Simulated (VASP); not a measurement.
**GaNi₃As (space group P-6m2): computed properties**

All values below come from PBEsol GGA, VASP's PBE PAW potentials (set 64) (plane waves; VASP).

```json
{
 "space_group": "P-6m2 (187)",
 "cell": "a = 3.900 Å, b = 3.900 Å, c = 4.824 Å, α = 90.00°, β = 90.00°, γ = 120.00°",
 "volume_per_atom": "12.71 Å³/atom",
 "band gap (over mesh and band path)": "none (metal, semimetal or under 0.01 eV)",
 "density": "8.38 g/cm³"
}
```

```cif
data_AsGaNi3
_chemical_formula_sum 'Ga1 Ni3 As1'
_space_group_name_H-M_alt 'P-6m2'
_space_group_IT_number 187
_space_group_name_Hall 'P -6 2'
_cell_length_a 3.90020
_cell_length_b 3.90020
_cell_length_c 4.82426
_cell_angle_alpha 90.000
_cell_angle_beta 90.000
_cell_angle_gamma 120.000
loop_
_atom_site_label
_atom_site_type_symbol
_atom_site_symmetry_multiplicity
_atom_site_Wyckoff_symbol
_atom_site_fract_x
_atom_site_fract_y
_atom_site_fract_z
_atom_site_occupancy
Ga1 Ga 1 b 0.00000 0.00000 0.50000 1
Ni1 Ni 2 i 0.66667 0.33333 0.24523 1
Ni2 Ni 1 d 0.33333 0.66667 0.50000 1
As1 As 1 c 0.33333 0.66667 0.00000 1
```

The structure comes from a computed database's GaNi3As entry (P-6m2); how it stands against other phases isn't given here. It was relaxed first. Symmetry was kept, so distortions that lower it aren't found. The run is not spin-polarised, so no magnetic state was tried.
